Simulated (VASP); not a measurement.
```
AuCs
1.0
    4.18306     0.00000     0.00000
    0.00000     4.18306     0.00000
    0.00000     0.00000     4.18306
Cs Au
1 1
Direct
  0.00000   0.00000   0.00000
  0.50000   0.50000   0.50000
```

All values below come from PBEsol GGA, VASP's PBE PAW potentials (set 64) (plane waves; VASP). Run with 300 eV cut-off, 6×6×6 Γ-centred mesh, Fermi-Dirac smearing of 0.050 eV, potentials Cs_sv Au.

At this cut-off the stress carries a Pulay error, which pulls relaxed volumes low. Energy and stress use the plane-wave basis of the starting cell.

Question: The ions, cell shape and volume are relaxed. What does this cell relax into?

Answer: 
```
AuCs
1.0
    4.15017     0.00000     0.00000
    0.00000     4.15017     0.00000
    0.00000     0.00000     4.15017
Cs Au
1 1
Direct
  0.00000   0.00000   0.00000
  0.50000   0.50000   0.50000
```
Space group Pm-3m (221), at a tolerance of 0.03 Å.

Question: How do energy and volume change from the first to the last step?

Answer: The energy (σ→0) changes by -0.9 meV/atom and the volume by -2.3 %, in 3 ionic steps.

```
step  E(σ→0) (eV)  max force (eV/Å)  pressure (GPa)  volume (Å³)
----  -----------  ----------------  --------------  -----------
1         -5.2182             0.000           -0.34        73.20
2         -5.2195             0.000           -0.19        72.39
3         -5.2201             0.000            0.00        71.48
```

The structure comes from a computed database's CsAu entry (Pm-3m); how it stands against other phases isn't given here. This run relaxes it. Symmetry was kept, so distortions that lower it aren't found. The run is one of a series of settings (EDIFFG = -0.01, IBRION = 2, ISIF = 3, NSW = 50 against the base run), some of them coarse on purpose.
